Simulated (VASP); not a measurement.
```yaml
crystal:
  lattice:
    - [0.00000, 3.46011, 3.46011]
    - [3.46011, 0.00000, 3.46011]
    - [3.46011, 3.46011, 0.00000]
  atoms:
    - { symbol: Sr, position: [0.00000, 0.00000, 0.00000] }
    - { symbol: Cl, position: [0.25000, 0.25000, 0.25000] }
    - { symbol: Cl, position: [0.75000, 0.75000, 0.75000] }
```

Method: PBEsol GGA, VASP's PBE PAW potentials (set 64) (plane waves; VASP). Settings: 400 eV cut-off, 7×7×7 Γ-centred mesh, Gaussian smearing of 0.010 eV, potentials Sr_sv Cl.

Task: Give the direction-averaged independent-particle dielectric function (no local fields, no excitons; a broadening of 0.1 eV leaves a tail below the gap, and fine structure carries the noise of the k-mesh).

Result: 
| ħω (eV) | ε₁ | ε₂ |
|---|---|---|
| 0.00 | 3.33 | 0.00 |
| 0.30 | 3.33 | 0.00 |
| 0.60 | 3.34 | 0.00 |
| 1.00 | 3.36 | 0.01 |
| 1.30 | 3.38 | 0.01 |
| 1.70 | 3.42 | 0.01 |
| 2.00 | 3.45 | 0.01 |
| 2.40 | 3.51 | 0.02 |
| 2.70 | 3.56 | 0.02 |
| 3.10 | 3.65 | 0.02 |
| 3.40 | 3.73 | 0.03 |
| 3.80 | 3.85 | 0.04 |
| 4.10 | 3.98 | 0.04 |
| 4.50 | 4.18 | 0.06 |
| 4.80 | 4.37 | 0.07 |
| 5.10 | 4.63 | 0.10 |
| 5.50 | 5.14 | 0.27 |
| 5.80 | 5.66 | 0.35 |
| 6.20 | 5.90 | 1.56 |
| 6.50 | 6.66 | 2.01 |
| 6.90 | 7.70 | 2.86 |
| 7.20 | 8.31 | 5.03 |
| 7.60 | 3.74 | 6.76 |
| 7.90 | 1.65 | 6.37 |
| 8.30 | 0.89 | 6.08 |
| 8.60 | 0.14 | 4.27 |
| 9.00 | 1.21 | 3.31 |
| 9.30 | 1.75 | 3.40 |
| 9.60 | 1.10 | 4.31 |
| 10.00 | -0.35 | 3.62 |
| 10.30 | -0.42 | 2.27 |
| 10.70 | 0.57 | 1.78 |
| 11.00 | 0.54 | 2.01 |
| 11.40 | 1.22 | 1.95 |
| 11.70 | 0.80 | 2.82 |
| 12.10 | 0.54 | 2.21 |
| 12.40 | 0.53 | 2.02 |
| 12.80 | 0.76 | 2.49 |
| 13.10 | -0.16 | 2.53 |
| 13.50 | 0.11 | 1.46 |
ε₂ peaks at 7.4 eV (height 7.8), 9.7 eV (height 4.5), 13.0 eV (height 2.9); ε₁(0) averages 3.33, so the electronic refractive index below the gap tends to √3.33 = 1.83.

The compound is SrCl2 in the fluorite structure. It was relaxed first.
